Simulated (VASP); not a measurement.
Output of a VASP run:

OSZICAR:
```
...
RMM:   2    -0.248814528615E+03   -0.44814E-02   -0.56483E-02   320   0.442E-01    0.125E-01
RMM:   3    -0.248815560621E+03   -0.10320E-02   -0.10406E-02   337   0.189E-01    0.874E-02
RMM:   4    -0.248815657037E+03   -0.96417E-04   -0.13869E-03   328   0.739E-02    0.509E-02
RMM:   5    -0.248815687361E+03   -0.30323E-04   -0.34305E-04   325   0.375E-02    0.149E-02
RMM:   6    -0.248815695547E+03   -0.81869E-05   -0.88218E-05   268   0.175E-02
   8 F= -.24881570E+03 E0= -.24881557E+03  d E =-.298539E-01
       N       E                     dE             d eps       ncg     rms          rms(c)
DAV:   1    -0.248821205559E+03   -0.55182E-02   -0.11062E+00   336   0.197E+00    0.349E-01
RMM:   2    -0.248825745270E+03   -0.45397E-02   -0.59201E-02   320   0.447E-01    0.117E-01
RMM:   3    -0.248826685981E+03   -0.94071E-03   -0.10180E-02   332   0.190E-01    0.766E-02
RMM:   4    -0.248826771264E+03   -0.85282E-04   -0.15485E-03   330   0.754E-02    0.387E-02
RMM:   5    -0.248826795453E+03   -0.24190E-04   -0.35178E-04   323   0.373E-02    0.119E-02
RMM:   6    -0.248826804248E+03   -0.87945E-05   -0.96620E-05   274   0.174E-02
   9 F= -.24882680E+03 E0= -.24882671E+03  d E =-.111087E-01
       N       E                     dE             d eps       ncg     rms          rms(c)
DAV:   1    -0.248826806163E+03   -0.10710E-04   -0.18677E-05   288   0.770E-03    0.524E-03
RMM:   2    -0.248826806259E+03   -0.95592E-07   -0.18189E-06   150   0.266E-03    0.318E-03
RMM:   3    -0.248826806205E+03    0.53244E-07   -0.21805E-07    65   0.154E-03    0.614E-04
RMM:   4    -0.248826806195E+03    0.10457E-07   -0.76132E-08    46   0.143E-03
  10 F= -.24882681E+03 E0= -.24882671E+03  d E =-.111106E-01
       N       E                     dE             d eps       ncg     rms          rms(c)
DAV:   1    -0.248829199155E+03   -0.23929E-02   -0.12658E-01   320   0.668E-01    0.132E-01
RMM:   2    -0.248829886405E+03   -0.68725E-03   -0.86360E-03   320   0.170E-01    0.441E-02
RMM:   3    -0.248830017519E+03   -0.13111E-03   -0.13927E-03   334   0.694E-02    0.265E-02
RMM:   4    -0.248830018674E+03   -0.11552E-05   -0.17567E-04   322   0.267E-02    0.990E-03
RMM:   5    -0.248830022583E+03   -0.39096E-05   -0.45030E-05   241   0.128E-02
  11 F= -.24883002E+03 E0= -.24882992E+03  d E =-.321639E-02
       N       E                     dE             d eps       ncg     rms          rms(c)
DAV:   1    -0.248830169246E+03   -0.15057E-03   -0.26114E-02   352   0.304E-01    0.610E-02
RMM:   2    -0.248830319234E+03   -0.14999E-03   -0.18434E-03   320   0.788E-02    0.207E-02
RMM:   3    -0.248830348467E+03   -0.29234E-04   -0.30361E-04   335   0.324E-02    0.128E-02
RMM:   4    -0.248830348728E+03   -0.26122E-06   -0.38904E-05   234   0.125E-02
  12 F= -.24883035E+03 E0= -.24883024E+03  d E =-.354253E-02
       N       E                     dE             d eps       ncg     rms          rms(c)
DAV:   1    -0.248831954381E+03   -0.16059E-02   -0.12670E-01   320   0.671E-01    0.109E-01
RMM:   2    -0.248832437528E+03   -0.48315E-03   -0.61864E-03   320   0.147E-01    0.404E-02
RMM:   3    -0.248832550357E+03   -0.11283E-03   -0.11511E-03   342   0.629E-02    0.271E-02
RMM:   4    -0.248832554230E+03   -0.38729E-05   -0.14195E-04   322   0.243E-02    0.103E-02
RMM:   5    -0.248832557601E+03   -0.33714E-05   -0.34968E-05   224   0.119E-02
  13 F= -.24883256E+03 E0= -.24883244E+03  d E =-.220887E-02
```

**OUTCAR**
```
------------------------ aborting loop because EDIFF is reached ----------------------------------------
  FORCE on cell =-STRESS in cart. coord.  units (eV):
  Direction    XX          YY          ZZ          XY          YZ          ZX
  --------------------------------------------------------------------------------------
  Total       29.3400131     29.4258522     29.7105074      0.5443603     -0.7000184      0.7089145
  in kB       30.7300651     30.8199710     31.1181124      0.5701507     -0.7331834      0.7425010
  external PRESSURE =      30.8893828 kB  Pullay stress =       0.0000000 kB
  volume of cell :     1529.70
      direct lattice vectors                 reciprocal lattice vectors
    11.522210422  0.000000000  0.000000000     0.086788903  0.000000000  0.000000000
     0.000000000 11.522210422  0.000000000     0.000000000  0.086788903  0.000000000
     0.000000000  0.000000000 11.522210422     0.000000000  0.000000000  0.086788903
  FREE ENERGIE OF THE ION-ELECTRON SYSTEM (eV)
  ---------------------------------------------------
  free  energy   TOTEN  =      -248.8325576014 eV

  energy  without entropy=     -248.8323257630  energy(sigma->0) =     -248.83244168

 reached required accuracy - stopping structural energy minimisation
```
(Selected blocks of OUTCAR.)

POSCAR:
```
Ga31As31Si
1
   11.5222104216     0.0000000000     0.0000000000
    0.0000000000    11.5222104216    -0.0000000000
   -0.0000000000    -0.0000000000    11.5222104216
Ga As Si
31 31 1
Direct
  0.5000000000   0.0000000000   0.0000000000
  0.7500000000   0.2500000000   0.0000000000
  0.7500000000   0.0000000000   0.2500000000
  0.0000000000   0.0000000000   0.0000000000
  0.2500000000   0.2500000000   0.0000000000
  0.5000000000   0.5000000000   0.0000000000
  0.7500000000   0.7500000000   0.0000000000
  0.2500000000   0.0000000000   0.2500000000
  0.5020820000   0.2539260000   0.2471270000
  0.7474550000   0.4967480000   0.2474220000
  0.5000000000   0.0000000000   0.5000000000
  0.7503390000   0.2466400000   0.4969290000
  0.7500000000   0.0000000000   0.7500000000
  0.0000000000   0.5000000000   0.0000000000
  0.2500000000   0.7500000000   0.0000000000
  0.0000000000   0.2500000000   0.2500000000
  0.2500000000   0.5000000000   0.2500000000
  0.5000000000   0.7500000000   0.2500000000
  0.0000000000   0.0000000000   0.5000000000
  0.2500000000   0.2500000000   0.5000000000
  0.7500000000   0.7500000000   0.5000000000
  0.2500000000   0.0000000000   0.7500000000
  0.5000000000   0.2500000000   0.7500000000
  0.7500000000   0.5000000000   0.7500000000
  0.0000000000   0.7500000000   0.2500000000
  0.0000000000   0.5000000000   0.5000000000
  0.2500000000   0.7500000000   0.5000000000
  0.0000000000   0.2500000000   0.7500000000
  0.2500000000   0.5000000000   0.7500000000
  0.5000000000   0.7500000000   0.7500000000
  0.0000000000   0.7500000000   0.7500000000
  0.6250000000   0.1250000000   0.1250000000
  0.8750000000   0.3750000000   0.1250000000
  0.8750000000   0.1250000000   0.3750000000
  0.1250000000   0.1250000000   0.1250000000
  0.3750000000   0.3750000000   0.1250000000
  0.6250000000   0.6250000000   0.1250000000
  0.8750000000   0.8750000000   0.1250000000
  0.3750000000   0.1250000000   0.3750000000
  0.8750000000   0.6250000000   0.3750000000
  0.6250000000   0.1250000000   0.6250000000
  0.8750000000   0.3750000000   0.6250000000
  0.8750000000   0.1250000000   0.8750000000
  0.1250000000   0.6250000000   0.1250000000
  0.3750000000   0.8750000000   0.1250000000
  0.1250000000   0.3750000000   0.3750000000
  0.3750000000   0.6250000000   0.3750000000
  0.6250000000   0.8750000000   0.3750000000
  0.1250000000   0.1250000000   0.6250000000
  0.3750000000   0.3750000000   0.6250000000
  0.6250000000   0.6250000000   0.6250000000
  0.8750000000   0.8750000000   0.6250000000
  0.3750000000   0.1250000000   0.8750000000
  0.6250000000   0.3750000000   0.8750000000
  0.8750000000   0.6250000000   0.8750000000
  0.1250000000   0.8750000000   0.3750000000
  0.1250000000   0.6250000000   0.6250000000
  0.3750000000   0.8750000000   0.6250000000
  0.1250000000   0.3750000000   0.8750000000
  0.3750000000   0.6250000000   0.8750000000
  0.6250000000   0.8750000000   0.8750000000
  0.1250000000   0.8750000000   0.8750000000
  0.4990200000   0.5035860000   0.5020430000
```

Q: Reconstruct the remaining input files.

A: This is not unique; one that fits is the input of the run itself, PBE GGA, plane waves, VASP's PBE PAW potentials (set 64).

**KPOINTS**
```
Automatic mesh
0
Gamma
1 1 1
0 0 0
```

INCAR:
```
! general
SYSTEM  = Ga31As31Si
PREC    = Normal
ENCUT   = 400
LREAL   = Auto
LASPH   = .TRUE.
ISYM    = 0
NELECT  = 254.0

! electronic loop
EDIFF   = 1E-5
NELM    = 100
NELMIN  = 4
ALGO    = Fast
LMAXMIX = 4

! smearing
ISMEAR  = 0
SIGMA   = 0.05

! functional
GGA     = PE

! ions
IBRION  = 2
NSW     = 70
ISIF    = 2
EDIFFG  = -0.03

! output
LWAVE   = .FALSE.
LCHARG  = .FALSE.
```

POTCAR, in this order: Ga As Si (PBE.64 set). Program: vasp_gam.

The cell is charged, with a uniform compensating background. The supercell is sampled at Γ alone, which is coarse: total energies, pressure and levels can be off, energies of defects by several tenths of an eV.

The cell is a supercell with a defect, built from GaAs (zinc blende): Si_Ga-vac_As, charge -2. The run is not spin-polarised, so no state with unpaired spins was tried.
